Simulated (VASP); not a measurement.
Output of a VASP run:

OSZICAR:
```
       N       E                     dE             d eps       ncg     rms          rms(c)
DAV:   1    -0.438169808900E+01   -0.43817E+01   -0.31362E+03  6496   0.666E+02
DAV:   2    -0.175709079467E+02   -0.13189E+02   -0.12911E+02  9472   0.736E+01
DAV:   3    -0.177511188687E+02   -0.18021E+00   -0.17865E+00  8608   0.967E+00
DAV:   4    -0.177518097337E+02   -0.69087E-03   -0.70033E-03 10304   0.537E-01
DAV:   5    -0.177518103918E+02   -0.65804E-06   -0.66176E-06  8704   0.102E-02    0.527E+00
DAV:   6    -0.166378880861E+02    0.11139E+01   -0.21188E-01  6984   0.366E+00    0.352E+00
DAV:   7    -0.168233838246E+02   -0.18550E+00   -0.11626E-01  6600   0.348E+00    0.522E-01
DAV:   8    -0.166798671081E+02    0.14352E+00   -0.87794E-02  6632   0.258E+00    0.205E-01
DAV:   9    -0.166819845493E+02   -0.21174E-02   -0.25492E-03  9816   0.588E-01    0.514E-02
DAV:  10    -0.166812612464E+02    0.72330E-03   -0.76380E-04  7200   0.363E-01    0.346E-02
DAV:  11    -0.166819493876E+02   -0.68814E-03   -0.50757E-04  6784   0.339E-01    0.147E-02
DAV:  12    -0.166819978442E+02   -0.48457E-04   -0.23403E-05  9024   0.523E-02    0.826E-03
DAV:  13    -0.166820328158E+02   -0.34972E-04   -0.27695E-05  6880   0.467E-02    0.561E-03
DAV:  14    -0.166820374031E+02   -0.45873E-05   -0.18283E-06  9136   0.167E-02    0.320E-03
DAV:  15    -0.166820380652E+02   -0.66209E-06   -0.10867E-06  8880   0.109E-02    0.126E-03
DAV:  16    -0.166820357806E+02    0.22846E-05   -0.36263E-07  6944   0.639E-03    0.328E-04
DAV:  17    -0.166820369539E+02   -0.11733E-05   -0.14800E-07  6272   0.533E-03    0.149E-04
DAV:  18    -0.166820366708E+02    0.28308E-06   -0.28253E-09  3704   0.625E-04    0.751E-05
DAV:  19    -0.166820368862E+02   -0.21536E-06   -0.24964E-09  3632   0.450E-04    0.226E-05
DAV:  20    -0.166820368050E+02    0.81237E-07   -0.24458E-10  3584   0.219E-04
   1 F= -.16682037E+02 E0= -.16682037E+02  d E =0.000000E+00
       N       E                     dE             ncg
```

### OUTCAR
```
------------------------ aborting loop because EDIFF is reached ----------------------------------------
  FORCE on cell =-STRESS in cart. coord.  units (eV):
  Direction    XX          YY          ZZ          XY          YZ          ZX
  --------------------------------------------------------------------------------------
  Total        0.0506801      0.0506801     -0.1052687      0.0000000      0.0000000      0.0000000
  in kB        2.6627513      2.6627513     -5.5308576      0.0000000      0.0000000      0.0000000
  external PRESSURE =      -0.0684517 kB  Pullay stress =       0.0000000 kB
  volume of cell :       30.49
      direct lattice vectors                 reciprocal lattice vectors
    -2.388388110  2.388388110  1.336434636     0.000000000  0.209346211  0.374129783
     2.388388110 -2.388388110  1.336434636     0.209346211  0.000000000  0.374129783
     2.388388110  2.388388110 -1.336434636     0.209346211  0.209346211  0.000000000
 POSITION                                       TOTAL-FORCE (eV/Angst)
 -----------------------------------------------------------------------------------
      0.00000      2.38839      0.66822         0.000000     -0.000000      0.000000
      0.00000      0.00000      0.00000        -0.000000      0.000000     -0.000000
 -----------------------------------------------------------------------------------
    total drift:                                0.000000      0.000000      0.000000
  FREE ENERGIE OF THE ION-ELECTRON SYSTEM (eV)
  ---------------------------------------------------
  free  energy   TOTEN  =       -16.6820368050 eV

  energy  without entropy=      -16.6820368050  energy(sigma->0) =      -16.68203680

 total charge

# of ion       s       p       d       tot
------------------------------------------
    1        0.782   0.841   0.000   1.623
    2        0.782   0.841   0.000   1.623
--------------------------------------------------
tot          1.564   1.683   0.000   3.247
```
(Selected blocks of OUTCAR.)

File POSCAR:
```
Si
1
   -2.3883881098     2.3883881098     1.3364346356
    2.3883881098    -2.3883881098     1.3364346356
    2.3883881098     2.3883881098    -1.3364346356
Si
2
Direct
  0.7500000000   0.2500000000   0.5000000000
  0.0000000000   0.0000000000   0.0000000000
```

**Question.** Write an INCAR and KPOINTS that could have produced this output.

**Answer.** One answer among several that fit: the input of the run itself, r2SCAN meta-GGA, plane waves, VASP's PBE PAW potentials (set 64).

### INCAR
```
SYSTEM=Si
PREC=Accurate; ENCUT=400; LREAL=.FALSE.
LASPH=.TRUE.
EDIFF=1E-7; NELM=100; ALGO=Normal
LMIXTAU=.TRUE.
ISMEAR=-5
METAGGA=R2SCAN
ISIF=2
LWAVE=.FALSE.; LCHARG=.FALSE.; LORBIT=11
NEDOS=601
```

### KPOINTS
```
Automatic mesh
0
Gamma
17 17 17
0 0 0
```

KPOINTS_OPT:
```
k-points along high-symmetry lines
7
Line-mode
Reciprocal
  0.000000   0.000000   0.000000 ! GAMMA
  0.000000   0.000000   0.500000 ! X

  0.000000   0.000000   0.500000 ! X
 -0.500000   0.500000   0.500000 ! M

 -0.500000   0.500000   0.500000 ! M
  0.000000   0.000000   0.000000 ! GAMMA

  0.000000   0.000000   0.000000 ! GAMMA
  0.324423   0.324423  -0.324423 ! Z

 -0.324423   0.675577   0.324423 ! Z_0
 -0.500000   0.500000   0.500000 ! M

  0.000000   0.000000   0.500000 ! X
  0.250000   0.250000   0.250000 ! P

  0.250000   0.250000   0.250000 ! P
  0.000000   0.500000   0.000000 ! N

  0.000000   0.500000   0.000000 ! N
  0.000000   0.000000   0.000000 ! GAMMA
```

POTCAR, in this order: Si (PBE.64 set). Program: vasp_std.

For a metal the tetrahedron method with Blöchl corrections gives inexact stress and forces.

The structure was generated: Si was put into the beta-Sn type (I4_1/amd), which need not be its known phase. It was relaxed first.
